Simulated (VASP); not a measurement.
# W(100) over its thickness, part 2 of 7

How many layers does a slab of W(100) need before surface energy, work function and relaxation settle?

VASP 6.6.1; PBE; plane waves and PAW (W).

So far. Step 3 (The bulk reference, job self-consistent run, k-mesh …): The run ends at a pressure of -0.90 GPa.

## 4. Relaxing the slab, layers 4

System of this step: W(100). The cell holds 4 atoms: 4 W. Its edges and angles: a = 3.172 Å, b = 3.172 Å, c = 19.758 Å, α = 90.0°, β = 90.0°, γ = 90.0°. It derives from W. 4 layers of bcc W, cut at this functional's lattice. Vacuum lies along c.

All atoms relax at the fixed cell.

INCAR

```
SYSTEM = W
PREC = Normal
ENCUT = 320
EDIFF = 1E-06
NELM = 120
ISMEAR = 1
SIGMA = 0.15
LREAL = .FALSE.
ALGO = Fast
GGA = PE
NBANDS = 18
LASPH = .TRUE.
LORBIT = 11
LWAVE = .FALSE.
LCHARG = .FALSE.
KPAR = 4
IBRION = 2
NSW = 50
ISIF = 2
EDIFFG = -0.01
POTIM = 0.4
MAXMIX = 40
```

POSCAR

```
W
1.0
    3.1720616382      0.0000000000      0.0000000000
    0.0000000000      3.1720616382      0.0000000000
    0.0000000000      0.0000000000     19.7580924573
W
4
Direct
    0.5000000000      0.5000000000      0.3795913000
    0.0000000000      0.0000000000      0.4598637700
    0.5000000000      0.5000000000      0.5401362300
    0.0000000000      0.0000000000      0.6204087000
```

KPOINTS

```
Automatic mesh
0
Gamma
10 10 1
0 0 0
```

Potentials, in the order of the species: W (PBE family, release 64).

Run with:

```
mpirun -np 4 vasp_std
```

Log:

```text
[banner, memory and clock lines left out]
running    4 mpi-ranks, on    1 nodes
 distrk:  each k-point on    1 cores,    4 groups
 distr:  one band on    1 cores,    1 groups

 POSCAR found type information on POSCAR W
 POSCAR found :  1 types and       4 ions
 LDA part: xc-table for (Slater+PW92), standard interpolation
 POSCAR, INCAR and KPOINTS ok, starting setup
 FFT: planning ... GRIDC
 FFT: planning ... GRID_SOFT
 FFT: planning ... GRID
 WAVECAR not read
 entering main loop
       N       E                     dE             d eps       ncg     rms          rms(c)
DAV:   1     0.815441531159E+02    0.81544E+02   -0.67012E+03   756   0.698E+02
DAV:   2    -0.397429389244E+02   -0.12129E+03   -0.11703E+03  1174   0.173E+02
DAV:   3    -0.504287795117E+02   -0.10686E+02   -0.10372E+02   900   0.559E+01
DAV:   4    -0.510292202603E+02   -0.60044E+00   -0.58652E+00  1342   0.116E+01
DAV:   5    -0.510403560110E+02   -0.11136E-01   -0.11029E-01  1102   0.153E+00    0.356E+01
RMM:   6    -0.488082003103E+02    0.22322E+01   -0.20440E+01   822   0.175E+01    0.170E+01
RMM:   7    -0.508802509598E+02   -0.20721E+01   -0.27068E+01   886   0.234E+01    0.117E+01
RMM:   8    -0.462775485219E+02    0.46027E+01   -0.79594E+00   787   0.142E+01    0.299E+00
RMM:   9    -0.465233752542E+02   -0.24583E+00   -0.30025E+00   894   0.653E+00    0.209E+00
RMM:  10    -0.465537847850E+02   -0.30410E-01   -0.37240E-01   962   0.246E+00    0.124E+00
RMM:  11    -0.465348941112E+02    0.18891E-01   -0.72637E-02   807   0.140E+00    0.114E+00
RMM:  12    -0.465356874782E+02   -0.79337E-03   -0.21463E-02   843   0.793E-01    0.648E-01
RMM:  13    -0.465371424421E+02   -0.14550E-02   -0.82797E-03   920   0.364E-01    0.447E-01
RMM:  14    -0.465378445183E+02   -0.70208E-03   -0.25312E-03   945   0.185E-01    0.354E-01
RMM:  15    -0.465368455476E+02    0.99897E-03   -0.87438E-04   808   0.138E-01    0.313E-01
RMM:  16    -0.465368737528E+02   -0.28205E-04   -0.44454E-04   911   0.831E-02    0.184E-01
RMM:  17    -0.465367011965E+02    0.17256E-03   -0.37470E-04   926   0.667E-02    0.143E-01
RMM:  18    -0.465366659093E+02    0.35287E-04   -0.11526E-04   978   0.367E-02    0.115E-01
RMM:  19    -0.465366301415E+02    0.35768E-04   -0.10024E-04   907   0.355E-02    0.741E-02
RMM:  20    -0.465366238158E+02    0.63257E-05   -0.54396E-05   935   0.243E-02    0.481E-02
RMM:  21    -0.465366312259E+02   -0.74101E-05   -0.27624E-05   924   0.182E-02    0.217E-02
RMM:  22    -0.465366401280E+02   -0.89021E-05   -0.94762E-06   726   0.105E-02    0.862E-03
RMM:  23    -0.465366428812E+02   -0.27532E-05   -0.26246E-06   547   0.709E-03    0.509E-03
RMM:  24    -0.465366442269E+02   -0.13457E-05   -0.13384E-06   497   0.555E-03    0.217E-03
RMM:  25    -0.465366444245E+02   -0.19753E-06   -0.87765E-07   484   0.453E-03
   1 F= -.46536644E+02 E0= -.46537531E+02  d E =-.465366E+02
 curvature:   0.00 expect dE= 0.000E+00 dE for cont linesearch  0.000E+00
 trial: gam= 0.00000 g(F)=  0.592E+00 g(S)=  0.000E+00 ort = 0.000E+00 (trialstep = 0.100E+01)
 search vector abs. value=  0.592E+00
 bond charge predicted
       N       E                     dE             d eps       ncg     rms          rms(c)
DAV:   1    -0.469106491342E+02   -0.37400E+00   -0.61121E+01   756   0.430E+01    0.188E+00
RMM:   2    -0.473616918013E+02   -0.45104E+00   -0.20379E+00   791   0.726E+00    0.337E+00
RMM:   3    -0.470392761382E+02    0.32242E+00   -0.31590E-01   777   0.405E+00    0.281E+00
RMM:   4    -0.469877254835E+02    0.51551E-01   -0.24384E-01   835   0.181E+00    0.182E+00
RMM:   5    -0.469895770198E+02   -0.18515E-02   -0.33270E-02   832   0.959E-01    0.158E+00
RMM:   6    -0.469850963877E+02    0.44806E-02   -0.14382E-02   838   0.509E-01    0.123E+00
RMM:   7    -0.469845810131E+02    0.51537E-03   -0.57934E-03   955   0.301E-01    0.112E+00
RMM:   8    -0.469832126628E+02    0.13684E-02   -0.12993E-03   849   0.158E-01    0.891E-01
RMM:   9    -0.469791704982E+02    0.40422E-02   -0.58110E-03   899   0.263E-01    0.608E-01
RMM:  10    -0.469784134887E+02    0.75701E-03   -0.17395E-03   928   0.153E-01    0.495E-01
RMM:  11    -0.469781002244E+02    0.31326E-03   -0.31265E-04   947   0.682E-02    0.424E-01
RMM:  12    -0.469770724873E+02    0.10277E-02   -0.27722E-03  1052   0.185E-01    0.131E-01
RMM:  13    -0.469769988671E+02    0.73620E-04   -0.42558E-04   949   0.775E-02    0.583E-02
RMM:  14    -0.469770008433E+02   -0.19762E-05   -0.79491E-05   987   0.336E-02    0.320E-02
RMM:  15    -0.469770002717E+02    0.57161E-06   -0.22514E-05   888   0.157E-02    0.171E-02
RMM:  16    -0.469770008307E+02   -0.55903E-06   -0.47473E-06   612   0.839E-03
   2 F= -.46977001E+02 E0= -.46975292E+02  d E =-.440356E+00
[... from here on, the cycles between the ionic steps are left out ...]
   3 F= -.47033012E+02 E0= -.47030038E+02  d E =-.496368E+00
   4 F= -.47001248E+02 E0= -.47001377E+02  d E =-.464604E+00
   5 F= -.47042573E+02 E0= -.47039943E+02  d E =-.505929E+00
   6 F= -.47042661E+02 E0= -.47039933E+02  d E =-.506017E+00
   7 F= -.47069741E+02 E0= -.47067075E+02  d E =-.270800E-01
   8 F= -.47090766E+02 E0= -.47088972E+02  d E =-.481051E-01
   9 F= -.47090908E+02 E0= -.47089244E+02  d E =-.482466E-01
  10 F= -.47091630E+02 E0= -.47089744E+02  d E =-.722528E-03
 trial-energy change:   -0.000723  1 .order   -0.000729   -0.001203   -0.000255
 step:   1.9899(harm=  1.9672)  dis= 0.00647  next Energy=   -47.091666 (dE=-0.759E-03)
 bond charge predicted
       N       E                     dE             d eps       ncg     rms          rms(c)
DAV:   1    -0.470916575631E+02   -0.27574E-04   -0.15427E-02   780   0.686E-01    0.299E-02
RMM:   2    -0.470916580713E+02   -0.50827E-06   -0.13480E-04   788   0.832E-02    0.394E-03
RMM:   3    -0.470916633846E+02   -0.53132E-05   -0.52068E-05   891   0.289E-02    0.251E-03
RMM:   4    -0.470916641790E+02   -0.79445E-06   -0.58638E-06   648   0.109E-02
  11 F= -.47091664E+02 E0= -.47089767E+02  d E =-.756379E-03
 curvature:  -0.98 expect dE=-0.549E-05 dE for cont linesearch -0.308E-06
 trial: gam= 0.03086 g(F)=  0.558E-05 g(S)=  0.000E+00 ort =-0.156E-04 (trialstep = 0.164E+01)
 search vector abs. value=  0.536E-05
 reached required accuracy - stopping structural energy minimisation
```

Elapsed: 45 s, on 4 MPI ranks of Intel Xeon 6975P-C (Granite Rapids), shared host; peak memory 0.7 GiB.

OUTCAR, selected parts (step 4):

```text
  LATTYP: Found a simple tetragonal cell.
 ALAT       =     3.1720616382
 C/A-ratio  =     6.2287857901

 Subroutine GETGRP returns: Found 16 space group operations
 (whereof  8 operations were pure point group operations)

The static configuration has the point symmetry C_4v.
 The point group associated with its full space group is D_4h.

 Found     21 irreducible k-points:

   k-points           NKPTS =     21   k-points in BZ     NKDIM =     21   number of bands    NBANDS=     18

   dimension x,y,z NGX =    14 NGY =   14 NGZ =   90
   dimension x,y,z NGXF=    28 NGYF=   28 NGZF=  180

   ENCUT  =  320.0 eV  23.52 Ry    4.85 a.u.   4.63  4.63 28.82*2*pi/ulx,y,z

   NELECT =      24.0000    total number of electrons

 E-fermi :  -0.3232

 k-point     1 :       0.0000    0.0000    0.0000
  band No.  band energies     occupation
    ...
     11      -0.4099      1.81980
     12      -0.4099      1.81980
     13      -0.3996      1.75032
     14      -0.3301      1.07793
     15      -0.3088      0.83816
     16       0.7278     -0.00000
     17       0.7278     -0.00000
     18       1.7587     -0.00000

 k-point     2 :       0.1000    0.0000    0.0000
  band No.  band energies     occupation
    ...
      8      -1.5234      2.00000
      9      -1.3824      2.00000
     10      -0.7922      2.00009
     11      -0.5811      2.03543
     12      -0.4293      1.92455
     13      -0.2724      0.46174
     14      -0.0053     -0.01066
     15       0.0054     -0.00824
     16       1.1716     -0.00000
     17       1.2444     -0.00000
    ...

  Total       -1.6397505     -1.6397505     -0.2180932      0.0000000      0.0000000      0.0000000
  in kB      -13.2147852    -13.2147852     -1.7576178      0.0000000      0.0000000      0.0000000
  external PRESSURE =      -9.3957294 kB  Pullay stress =       0.0000000 kB

  energy-cutoff  :      320.00
  volume of cell :      198.81
      direct lattice vectors                 reciprocal lattice vectors
     3.172061638  0.000000000  0.000000000     0.315252386  0.000000000  0.000000000
     0.000000000  3.172061638  0.000000000     0.000000000  0.315252386  0.000000000
     0.000000000  0.000000000 19.758092457     0.000000000  0.000000000  0.050612173

 POSITION                                       TOTAL-FORCE (eV/Angst)
 -----------------------------------------------------------------------------------
      1.58603      1.58603      7.67845         0.000000      0.000000     -0.005838
      0.00000      0.00000      9.00139        -0.000000      0.000000     -0.006187
      1.58603      1.58603     10.75670         0.000000      0.000000      0.006187
      0.00000      0.00000     12.07964        -0.000000      0.000000      0.005838
 -----------------------------------------------------------------------------------
    total drift:                                0.000000      0.000000     -0.000000

  FREE ENERGIE OF THE ION-ELECTRON SYSTEM (eV)
  ---------------------------------------------------
  free  energy   TOTEN  =       -47.0916641790 eV

  energy  without entropy=      -47.0859730928  energy(sigma->0) =      -47.08976715

 total charge
# of ion       s       p       d       tot
------------------------------------------
    1        0.688   0.452   4.207   5.347
    2        0.709   0.695   4.267   5.671
    3        0.709   0.695   4.267   5.671
    4        0.688   0.452   4.207   5.347
--------------------------------------------------
tot          2.795   2.293  16.949  22.037

[... 1 part as in an earlier step ...]

[... 7 further parts left out ...]
```

The run keeps the 16 symmetry operations of its start, so it cannot find a distortion of lower symmetry.

Step by step:

| step | energy less that of the first step (eV) | largest force (eV/Å) |
| --- | --- | --- |
| 1 | 0.0000 | 2.0787 |
| 2 | -0.4404 | 1.0474 |
| 3 | -0.4964 | 0.6891 |
| 4 | -0.4646 | 1.1607 |
| 5 | -0.5059 | 0.4826 |
| 6 | -0.5060 | 0.4511 |
| 7 | -0.5331 | 0.3185 |
| 8 | -0.5541 | 0.1079 |
| 9 | -0.5543 | 0.0864 |
| 10 | -0.5550 | 0.0158 |
| 11 | -0.5550 | 0.0062 |

The atoms that moved most (Å):

| atom | dx | dy | dz | length |
| --- | --- | --- | --- | --- |
| W4 | 0.000 | 0.000 | -0.178 | 0.178 |
| W1 | 0.000 | 0.000 | 0.178 | 0.178 |
| W3 | 0.000 | 0.000 | 0.085 | 0.085 |
| W2 | 0.000 | 0.000 | -0.085 | 0.085 |

The relaxed structure:

```cif
data_structure
_symmetry_space_group_name_H-M 'P 1'
_symmetry_Int_Tables_number 1
_cell_length_a 3.1721
_cell_length_b 3.1721
_cell_length_c 19.7581
_cell_angle_alpha 90.000
_cell_angle_beta 90.000
_cell_angle_gamma 90.000
_cell_volume 198.81
loop_
_atom_site_label
_atom_site_type_symbol
_atom_site_fract_x
_atom_site_fract_y
_atom_site_fract_z
_atom_site_occupancy
W1 W 0.50000 0.50000 0.38862 1
W2 W 0.00000 0.00000 0.45558 1
W3 W 0.50000 0.50000 0.54442 1
W4 W 0.00000 0.00000 0.61138 1
```

This step gave:

```
electronic cycles       : 114
electrons               : 24
free energy (TOTEN)     : -47.09 eV
energy at zero smearing : -47.09 eV
Fermi energy            : -0.3232 eV
```

The run ended after 11 ionic steps, 0.555 eV below its first step, once the forces on the free atoms met EDIFFG = -0.01.

## 5. The vacuum level, layers 4

A static run writes the electrostatic potential without exchange and correlation (LVHAR), which is flat in the vacuum and gives the level to count from. The dipole correction cancels the field that unlike faces would set up across the vacuum.

INCAR, as its differences from that of step 4:

```diff
@@ -16,7 +16,6 @@
 KPAR = 4
-IBRION = 2
-NSW = 50
-ISIF = 2
-EDIFFG = -0.01
-POTIM = 0.4
-MAXMIX = 40
+IDIPOL = 3
+LDIPOL = .TRUE.
+DIPOL = 0.5 0.5 0.5
+LVHAR = .TRUE.
+LVACPOTAV = .TRUE.
```

POSCAR

```
W
1.0
    3.1720616382      0.0000000000      0.0000000000
    0.0000000000      3.1720616382      0.0000000000
    0.0000000000      0.0000000000     19.7580924573
W
4
Direct
    0.5000000000      0.5000000000      0.3886230141
    0.0000000000      0.0000000000      0.4555798509
    0.5000000000      0.5000000000      0.5444201491
    0.0000000000      0.0000000000      0.6113769859
```

KPOINTS is that of step 4.

Run with:

```
mpirun -np 4 vasp_std
```

Log:

```text
[... set-up lines as in an earlier step ...]
 entering main loop
       N       E                     dE             d eps       ncg     rms          rms(c)
DAV:   1     0.890719604245E+02    0.89072E+02   -0.67536E+03   756   0.698E+02
DAV:   2    -0.395105994578E+02   -0.12858E+03   -0.12427E+03  1142   0.178E+02
DAV:   3    -0.506078350486E+02   -0.11097E+02   -0.10804E+02   932   0.579E+01
DAV:   4    -0.510956849535E+02   -0.48785E+00   -0.48400E+00  1270   0.111E+01
DAV:   5    -0.511061077489E+02   -0.10423E-01   -0.10417E-01  1136   0.163E+00    0.384E+01
RMM:   6    -0.485710507624E+02    0.25351E+01   -0.12945E+01   888   0.146E+01    0.191E+01
RMM:   7    -0.497063927727E+02   -0.11353E+01   -0.19487E+01   934   0.208E+01    0.111E+01
RMM:   8    -0.468890499845E+02    0.28173E+01   -0.57207E+00   810   0.124E+01    0.225E+00
RMM:   9    -0.471100291321E+02   -0.22098E+00   -0.26793E+00  1015   0.614E+00    0.180E+00
RMM:  10    -0.471209913729E+02   -0.10962E-01   -0.23877E-01  1118   0.217E+00    0.128E+00
RMM:  11    -0.470886841426E+02    0.32307E-01   -0.63970E-02   942   0.119E+00    0.127E+00
RMM:  12    -0.470955982650E+02   -0.69141E-02   -0.11581E-02  1022   0.655E-01    0.746E-01
RMM:  13    -0.470925078123E+02    0.30905E-02   -0.68570E-03  1051   0.338E-01    0.673E-01
RMM:  14    -0.470924419533E+02    0.65859E-04   -0.25782E-03  1082   0.200E-01    0.356E-01
RMM:  15    -0.470917740833E+02    0.66787E-03   -0.20196E-03  1126   0.161E-01    0.316E-01
RMM:  16    -0.470917400020E+02    0.34081E-04   -0.44318E-04  1149   0.796E-02    0.192E-01
RMM:  17    -0.470916634376E+02    0.76564E-04   -0.23311E-04  1139   0.520E-02    0.130E-01
RMM:  18    -0.470916024549E+02    0.60983E-04   -0.22009E-04  1088   0.492E-02    0.812E-02
RMM:  19    -0.470916174281E+02   -0.14973E-04   -0.59389E-05  1146   0.274E-02    0.375E-02
RMM:  20    -0.470916340455E+02   -0.16617E-04   -0.38014E-05  1095   0.206E-02    0.140E-02
RMM:  21    -0.470916516171E+02   -0.17572E-04   -0.95347E-06   962   0.120E-02    0.117E-03
RMM:  22    -0.470916599066E+02   -0.82895E-05   -0.36031E-06   674   0.739E-03    0.313E-03
RMM:  23    -0.470916641354E+02   -0.42288E-05   -0.11429E-06   564   0.499E-03    0.436E-03
RMM:  24    -0.470916644211E+02   -0.28569E-06   -0.50101E-07   484   0.345E-03
 -----------------------------------------------------------------------------
|                                                                             |
|           W    W    AA    RRRRR   N    N  II  N    N   GGGG   !!!           |
|           W    W   A  A   R    R  NN   N  II  NN   N  G    G  !!!           |
|           W    W  A    A  R    R  N N  N  II  N N  N  G       !!!           |
|           W WW W  AAAAAA  RRRRR   N  N N  II  N  N N  G  GGG   !            |
|           WW  WW  A    A  R   R   N   NN  II  N   NN  G    G                |
|           W    W  A    A  R    R  N    N  II  N    N   GGGG   !!!           |
|                                                                             |
|     Did not find any points to average over, which means that no vacuum     |
|     field-free region was found. Please increase the size of  your cell     |
|     in the dimension of the dipole correction to obtain accurate            |
|     workfunction values.                                                    |
|                                                                             |
 -----------------------------------------------------------------------------

   1 F= -.47091664E+02 E0= -.47089770E+02  d E =-.568460E-02
```

Elapsed: 9.6 s, on 4 MPI ranks; peak memory 0.61 GiB.

OUTCAR, selected parts (step 5):

```text
   NELECT =      24.0000    total number of electrons

 dipolmoment           0.000000      0.000000     -0.000000 electrons x Angstroem

 E-fermi :  -0.3233

 k-point     1 :       0.0000    0.0000    0.0000
  band No.  band energies     occupation
    ...
     11      -0.4101      1.82047
     12      -0.4101      1.82047
     13      -0.3996      1.74964
     14      -0.3302      1.07830
     15      -0.3090      0.83905
     16       0.7277     -0.00000
     17       0.7277     -0.00000
     18       1.7585     -0.00000

  Total       -1.6408476     -1.6408476     -0.2119165      0.0000000     -0.0000000      0.0000000
  in kB      -13.2236265    -13.2236265     -1.7078395      0.0000000     -0.0000000      0.0000000
  external PRESSURE =      -9.3850308 kB  Pullay stress =       0.0000000 kB

 POSITION                                       TOTAL-FORCE (eV/Angst)
 -----------------------------------------------------------------------------------
      1.58603      1.58603      7.67845        -0.000000      0.000000     -0.006197
      0.00000      0.00000      9.00139        -0.000000     -0.000000     -0.004366
      1.58603      1.58603     10.75670         0.000000     -0.000000      0.004366
      0.00000      0.00000     12.07964        -0.000000     -0.000000      0.006197
 -----------------------------------------------------------------------------------
    total drift:                                0.000000      0.000000     -0.000000

  FREE ENERGIE OF THE ION-ELECTRON SYSTEM (eV)
  ---------------------------------------------------
  free  energy   TOTEN  =       -47.0916644211 eV

  energy  without entropy=      -47.0859798226  energy(sigma->0) =      -47.08976955

 vacuum level on the upper side and lower side of the slab         3.814         3.814

[... 8 parts as in an earlier step ...]

[... 9 further parts left out ...]
```

Numbers from this step:

```yaml
electronic_cycles: 24
fermi_energy: -0.3233 eV
dipole_moment: 0, 0, 0 e·Å
vacuum_levels: 3.814, 3.814 eV
work_functions_of_the_upper_and_lower_face: 4.137, 4.137 eV
```

Zero at the Fermi level. The planar average of the electrostatic potential by height:

| height (Å) | planar average of the electrostatic potential (eV) |
| --- | --- |
| 0.0 | 4.14 |
| 0.5 | 4.14 |
| 1.0 | 4.14 |
| 1.5 | 4.14 |
| 2.0 | 4.14 |
| 2.5 | 4.14 |
| 3.0 | 4.14 |
| 3.5 | 4.14 |
| 4.0 | 4.13 |
| 4.5 | 4.10 |
| 5.0 | 4.03 |
| 5.5 | 3.81 |
| 6.0 | 3.13 |
| 6.5 | 1.10 |
| 7.0 | -3.31 |
| 7.5 | -7.28 |
| 8.0 | -8.89 |
| 8.5 | -9.08 |
| 9.0 | -8.56 |
| 9.5 | -6.45 |
| 10.0 | -5.64 |
| 10.5 | -7.60 |
| 11.0 | -8.94 |
| 11.5 | -9.07 |
| 12.0 | -8.37 |
| 12.5 | -5.61 |
| 13.0 | -1.01 |
| 13.5 | 2.37 |
| 14.0 | 3.55 |
| 14.5 | 3.95 |
| 15.0 | 4.07 |
| 15.5 | 4.12 |
| 16.0 | 4.13 |
| 16.5 | 4.14 |
| 17.0 | 4.14 |
| 17.5 | 4.14 |
| 18.0 | 4.14 |
| 18.5 | 4.14 |
| 19.0 | 4.14 |
| 19.5 | 4.14 |

The vacuum level lies 4.14 eV above the Fermi level at the upper face; both faces agree, as the slab has next to no dipole.

The program found no field-free point at its default tolerance, but its printed level agrees with the flat part of the planar average.

(Continued in part 3 of 7.)

[Lines on the potential files, build, host, timing and source positions are cut from VASP's logs without a mark.]

[Logs are printed without paths, hosts, clocks, repeated set-up lines and the standing remarks that a program may print on its own settings, such as how far it seeks lower states.]

[Hosts, paths, dates, database ids (printed as entryN), source tags and the programs' standing remarks are cut or masked in the printed files.]

[Runs that stopped without an error message from VASP are left out.]
